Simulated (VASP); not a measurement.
# CaBr: single point with PBE

The system is CaBr.

```
Ca Br
1.0
     3.91702    0.00000    0.00000
    -1.95851    3.39224    0.00000
     0.00000    0.00000    4.34103
Ca Br
1 1
Direct
  0.00000 0.00000 0.00000
  0.33333 0.66667 0.50000
```

The cell comes from a database or a generator and needn't be the stable form of this composition.

```yaml
Program: VASP 6.6.1
Task: single point
Functional: PBE
Potentials_or_basis: VASP PAW PBE potentials, release 64 (Ca_sv, Br)
Cutoff: 520 eV
k_mesh: 15 × 15 × 12
Occupations: gaussian, width 0.15 eV
Spin: no spin polarisation
Dipole_correction: no
Further_INCAR_settings: ALGO = Fast; EDIFF = 1e-07; NBANDS = 16
```

```yaml
Pressure: 0.4 GPa
Band_gap_on_the_k_mesh: none (metal or under the smearing width)
```

Stress tensor (GPa, compression positive):
```
0.19 0.00 0.00
0.00 0.19 0.00
0.00 0.00 0.69
```

Levels at points of the mesh, in eV from the Fermi level:
```tsv
k point	band 7	band 8	band 9	band 10	band 11	band 12
(0.00, 0.00, 0.00)	-4.60	-4.60	-1.84	0.52	2.30	2.30
(0.00, 0.00, 0.50)	-4.53	-4.53	0.96	1.62	1.62	2.04
```

Run time: 4.7 min on 1 thread of AMD EPYC 7R43 64-Core Processor (Zen 3), on a shared host, peak memory 0.27 GiB.

Caveat: an odd number of electrons without spin polarisation forces a metal; a magnetic or distorted state may lie lower.
